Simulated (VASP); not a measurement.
Output of a VASP run:

OUTCAR:
```
 ion  position               nearest neighbor table
   1  0.000  0.000  0.000-  54 2.69  48 2.69  52 2.69  36 2.69
   2  0.000  0.000  0.333-  52 2.69  46 2.69  34 2.69  53 2.69
   3  0.000  0.000  0.667-  35 2.69  47 2.69  53 2.69  54 2.69
   4  0.000  0.333  0.000-  48 2.69  46 2.69  30 2.69  51 2.69
   5  0.000  0.333  0.333-  46 2.69  28 2.69  47 2.69  49 2.69
   6  0.000  0.333  0.667-  29 2.69  47 2.69  48 2.69  50 2.69
   7  0.000  0.667  0.000-  33 2.69  49 2.69  51 2.69  54 2.69
   8  0.000  0.667  0.333-  31 2.69  49 2.69  50 2.69  52 2.69
   9  0.000  0.667  0.667-  51 2.69  53 2.69  32 2.69  50 2.69
  10  0.333  0.000  0.000-  36 2.69  34 2.69  30 2.69  45 2.69
  11  0.333  0.000  0.333-  34 2.69  28 2.69  35 2.69  43 2.69
  12  0.333  0.000  0.667-  29 2.69  35 2.69  36 2.69  44 2.69
  13  0.333  0.333  0.000-  30 2.69  28 2.69  33 2.69  39 2.69
  14  0.333  0.333  0.333-  28 2.69  29 2.69  31 2.69  37 2.69
  15  0.333  0.333  0.667-  29 2.69  30 2.69  32 2.69  38 2.69
  16  0.333  0.667  0.000-  31 2.69  33 2.69  36 2.69  42 2.69
  17  0.333  0.667  0.333-  31 2.69  32 2.69  34 2.69  40 2.69
  18  0.333  0.667  0.667-  33 2.69  35 2.69  41 2.69  32 2.69
  19  0.667  0.000  0.000-  39 2.69  43 2.69  45 2.69  54 2.69
  20  0.667  0.000  0.333-  37 2.69  43 2.69  44 2.69  52 2.69
  21  0.667  0.000  0.667-  45 2.69  53 2.69  38 2.69  44 2.69
  22  0.667  0.333  0.000-  37 2.69  39 2.69  42 2.69  48 2.69
  23  0.667  0.333  0.333-  37 2.69  38 2.69  40 2.69  46 2.69
  24  0.667  0.333  0.667-  39 2.69  47 2.69  41 2.69  38 2.69
  25  0.667  0.667  0.000-  45 2.69  51 2.69  40 2.69  42 2.69
  26  0.667  0.667  0.333-  43 2.69  49 2.69  41 2.69  40 2.69
  27  0.667  0.667  0.667-  42 2.69  44 2.69  50 2.69  41 2.69
  28  0.250  0.250  0.250-  14 2.69  11 2.69  13 2.69   5 2.69
  29  0.250  0.250  0.583-   6 2.69  12 2.69  14 2.69  15 2.69
  30  0.250  0.250  0.917-  13 2.69  10 2.69   4 2.69  15 2.69
  31  0.250  0.583  0.250-   8 2.69  14 2.69  16 2.69  17 2.69
  32  0.250  0.583  0.583-  15 2.69  17 2.69   9 2.69  18 2.69
  33  0.250  0.583  0.917-   7 2.69  13 2.69  16 2.69  18 2.69
  34  0.250  0.917  0.250-  11 2.69  10 2.69   2 2.69  17 2.69
  35  0.250  0.917  0.583-   3 2.69  11 2.69  12 2.69  18 2.69
  36  0.250  0.917  0.917-  10 2.69   1 2.69  12 2.69  16 2.69
  37  0.583  0.250  0.250-  14 2.69  20 2.69  22 2.69  23 2.69
  38  0.583  0.250  0.583-  15 2.69  23 2.69  21 2.69  24 2.69
  39  0.583  0.250  0.917-  13 2.69  19 2.69  22 2.69  24 2.69
  40  0.583  0.583  0.250-  17 2.69  23 2.69  25 2.69  26 2.69
  41  0.583  0.583  0.583-  18 2.69  24 2.69  26 2.69  27 2.69
  42  0.583  0.583  0.917-  16 2.69  22 2.69  27 2.69  25 2.69
  43  0.583  0.917  0.250-  11 2.69  19 2.69  20 2.69  26 2.69
  44  0.583  0.917  0.583-  12 2.69  20 2.69  27 2.69  21 2.69
  45  0.583  0.917  0.917-  10 2.69  19 2.69  21 2.69  25 2.69
  46  0.917  0.250  0.250-   5 2.69   4 2.69   2 2.69  23 2.69
  47  0.917  0.250  0.583-   3 2.69   5 2.69   6 2.69  24 2.69
  48  0.917  0.250  0.917-   4 2.69   1 2.69   6 2.69  22 2.69
  49  0.917  0.583  0.250-   5 2.69   7 2.69   8 2.69  26 2.69
  50  0.917  0.583  0.583-   6 2.69   8 2.69  27 2.69   9 2.69
  51  0.917  0.583  0.917-   4 2.69   7 2.69   9 2.69  25 2.69
  52  0.917  0.917  0.250-   2 2.69   1 2.69   8 2.69  20 2.69
  53  0.917  0.917  0.583-   2 2.69   3 2.69   9 2.69  21 2.69
  54  0.917  0.917  0.917-   1 2.69   3 2.69   7 2.69  19 2.69
  LATTYP: Found a face centered cubic cell.
 ALAT       =    18.6144940782
 Subroutine PRICEL returns following result:
  LATTYP: Found a face centered cubic cell.
 ALAT       =     6.2048251546
 Subroutine GETGRP returns: Found 24 space group operations
The static configuration has the point symmetry T_d .
The dynamic configuration has the point symmetry T_d .
 Subroutine INISYM returns: Found 24 space group operations
 Subroutine IBZKPT returns following result:
 Found      1 irreducible k-points:

 Following reciprocal coordinates:
            Coordinates               Weight
  0.000000  0.000000  0.000000      1.000000
   k-points           NKPTS =      1   k-points in BZ     NKDIM =      1   number of bands    NBANDS=    292
   number of dos      NEDOS =    301   number of ions     NIONS =     54
   total plane-waves  NPLWV = 262144
   dimension x,y,z NGX =    64 NGY =   64 NGZ =   64
   dimension x,y,z NGXF=   128 NGYF=  128 NGZF=  128
   ions per type =              27  27
   PREC   = normal    normal or accurate (medium, high low for compatibility)
   ISTART =      1    job   : 0-new  1-cont  2-samecut
   ICHARG =      0    charge: 1-file 2-atom 10-const
   ISPIN  =      1    spin polarized calculation?
...
```

### OSZICAR
```
       N       E                     dE             d eps       ncg     rms          rms(c)
DAV:   1    -0.143225994370E+03   -0.14323E+03   -0.15833E-05   488   0.543E-03    0.508E-03
RMM:   2    -0.143225993518E+03    0.85232E-06   -0.24804E-06   415   0.295E-03    0.274E-03
RMM:   3    -0.143225993248E+03    0.26927E-06   -0.77605E-07   374   0.105E-03    0.576E-04
RMM:   4    -0.143225993233E+03    0.15760E-07   -0.20614E-07   165   0.439E-04
   1 F= -.14322599E+03 E0= -.14322599E+03  d E =-.724613E-09
```

OUTCAR:
```
------------------------ aborting loop because EDIFF is reached ----------------------------------------
  FORCE on cell =-STRESS in cart. coord.  units (eV):
  Direction    XX          YY          ZZ          XY          YZ          ZX
  --------------------------------------------------------------------------------------
  Total        4.1270645      4.1270645      4.1270645      0.0000000     -0.0000000      0.0000000
  in kB        4.1007011      4.1007011      4.1007011      0.0000000     -0.0000000      0.0000000
  external PRESSURE =       4.1007011 kB  Pullay stress =       0.0000000 kB
  volume of cell :     1612.48
      direct lattice vectors                 reciprocal lattice vectors
     0.000000000  9.307247039  9.307247039    -0.053721578  0.053721578  0.053721578
     9.307247039  0.000000000  9.307247039     0.053721578 -0.053721578  0.053721578
     9.307247039  9.307247039  0.000000000     0.053721578  0.053721578 -0.053721578
  FREE ENERGIE OF THE ION-ELECTRON SYSTEM (eV)
  ---------------------------------------------------
  free  energy   TOTEN  =      -143.2259932325 eV

  energy  without entropy=     -143.2259932318  energy(sigma->0) =     -143.22599323

 total charge

# of ion       s       p       d       tot
------------------------------------------
    1        0.420   0.287   9.556  10.263
    2        0.420   0.287   9.556  10.263
    3        0.420   0.287   9.556  10.263
    4        0.420   0.287   9.556  10.263
    5        0.420   0.287   9.556  10.263
    6        0.420   0.287   9.556  10.263
    7        0.420   0.287   9.556  10.263
    8        0.420   0.287   9.556  10.263
    9        0.420   0.287   9.556  10.263
   10        0.420   0.287   9.556  10.263
   11        0.420   0.287   9.556  10.263
   12        0.420   0.287   9.556  10.263
   13        0.420   0.287   9.556  10.263
   14        0.420   0.287   9.556  10.263
   15        0.420   0.287   9.556  10.263
   16        0.420   0.287   9.556  10.263
   17        0.420   0.287   9.556  10.263
   18        0.420   0.287   9.556  10.263
   19        0.420   0.287   9.556  10.263
   20        0.420   0.287   9.556  10.263
   21        0.420   0.287   9.556  10.263
   22        0.420   0.287   9.556  10.263
   23        0.420   0.287   9.556  10.263
   24        0.420   0.287   9.556  10.263
   25        0.420   0.287   9.556  10.263
   26        0.420   0.287   9.556  10.263
   27        0.420   0.287   9.556  10.263
   28        1.432   2.402   0.017   3.852
   29        1.432   2.402   0.017   3.852
   30        1.432   2.402   0.017   3.852
   31        1.432   2.402   0.017   3.852
   32        1.432   2.402   0.017   3.852
   33        1.432   2.402   0.017   3.852
   34        1.432   2.402   0.017   3.852
   35        1.432   2.402   0.017   3.852
   36        1.432   2.402   0.017   3.852
   37        1.432   2.402   0.017   3.852
   38        1.432   2.402   0.017   3.852
   39        1.432   2.402   0.017   3.852
   40        1.432   2.402   0.017   3.852
   41        1.432   2.402   0.017   3.852
   42        1.432   2.402   0.017   3.852
   43        1.432   2.402   0.017   3.852
   44        1.432   2.402   0.017   3.852
   45        1.432   2.402   0.017   3.852
   46        1.432   2.402   0.017   3.852
   47        1.432   2.402   0.017   3.852
   48        1.432   2.402   0.017   3.852
...
```
(Selected blocks of OUTCAR.)

**POSCAR**
```
Cd27Se27
1
    0.0000000000     9.3072470391     9.3072470391
    9.3072470391     0.0000000000     9.3072470391
    9.3072470391     9.3072470391     0.0000000000
Cd Se
27 27
Direct
  0.0000000000   0.0000000000   0.0000000000
  0.0000000000   0.0000000000   0.3333330000
  0.0000000000   0.0000000000   0.6666670000
  0.0000000000   0.3333330000   0.0000000000
  0.0000000000   0.3333330000   0.3333330000
  0.0000000000   0.3333330000   0.6666670000
  0.0000000000   0.6666670000   0.0000000000
  0.0000000000   0.6666670000   0.3333330000
  0.0000000000   0.6666670000   0.6666670000
  0.3333330000   0.0000000000   0.0000000000
  0.3333330000   0.0000000000   0.3333330000
  0.3333330000   0.0000000000   0.6666670000
  0.3333330000   0.3333330000   0.0000000000
  0.3333330000   0.3333330000   0.3333330000
  0.3333330000   0.3333330000   0.6666670000
  0.3333330000   0.6666670000   0.0000000000
  0.3333330000   0.6666670000   0.3333330000
  0.3333330000   0.6666670000   0.6666670000
  0.6666670000   0.0000000000   0.0000000000
  0.6666670000   0.0000000000   0.3333330000
  0.6666670000   0.0000000000   0.6666670000
  0.6666670000   0.3333330000   0.0000000000
  0.6666670000   0.3333330000   0.3333330000
  0.6666670000   0.3333330000   0.6666670000
  0.6666670000   0.6666670000   0.0000000000
  0.6666670000   0.6666670000   0.3333330000
  0.6666670000   0.6666670000   0.6666670000
  0.2500000000   0.2500000000   0.2500000000
  0.2500000000   0.2500000000   0.5833330000
  0.2500000000   0.2500000000   0.9166670000
  0.2500000000   0.5833330000   0.2500000000
  0.2500000000   0.5833330000   0.5833330000
  0.2500000000   0.5833330000   0.9166670000
  0.2500000000   0.9166670000   0.2500000000
  0.2500000000   0.9166670000   0.5833330000
  0.2500000000   0.9166670000   0.9166670000
  0.5833330000   0.2500000000   0.2500000000
  0.5833330000   0.2500000000   0.5833330000
  0.5833330000   0.2500000000   0.9166670000
  0.5833330000   0.5833330000   0.2500000000
  0.5833330000   0.5833330000   0.5833330000
  0.5833330000   0.5833330000   0.9166670000
  0.5833330000   0.9166670000   0.2500000000
  0.5833330000   0.9166670000   0.5833330000
  0.5833330000   0.9166670000   0.9166670000
  0.9166670000   0.2500000000   0.2500000000
  0.9166670000   0.2500000000   0.5833330000
  0.9166670000   0.2500000000   0.9166670000
  0.9166670000   0.5833330000   0.2500000000
  0.9166670000   0.5833330000   0.5833330000
  0.9166670000   0.5833330000   0.9166670000
  0.9166670000   0.9166670000   0.2500000000
  0.9166670000   0.9166670000   0.5833330000
  0.9166670000   0.9166670000   0.9166670000
```

Reconstruct the remaining input files.

Several could match; the one computed here: the input of the run itself, PBE GGA, plane waves, VASP's PBE PAW potentials (set 64).

### KPOINTS
```
Automatic mesh
0
gamma
 1 1 1
0 0 0
```

**INCAR**
```
ALGO = Fast
EDIFF = 1E-6
ENCUT = 400
GGA = PE
ISMEAR = 0
LASPH = .TRUE.
LCHARG = .FALSE.
LMAXMIX = 4
LORBIT = 11
LREAL = Auto
LVHAR = .TRUE.
LWAVE = .FALSE.
NELM = 100
NELMIN = 4
PREC = Normal
SIGMA = 0.05
SYMPREC = 1E-4
SYSTEM = Cd27Se27
```

POTCAR, in this order: Cd Se (PBE.64 set). Program: vasp_gam. Read from the step before: WAVECAR.

The supercell is sampled at Γ alone, which is coarse: total energies, pressure and levels can be off, energies of defects by several tenths of an eV.

The cell is a supercell, built from a database entry that may be metastable or hypothetical.
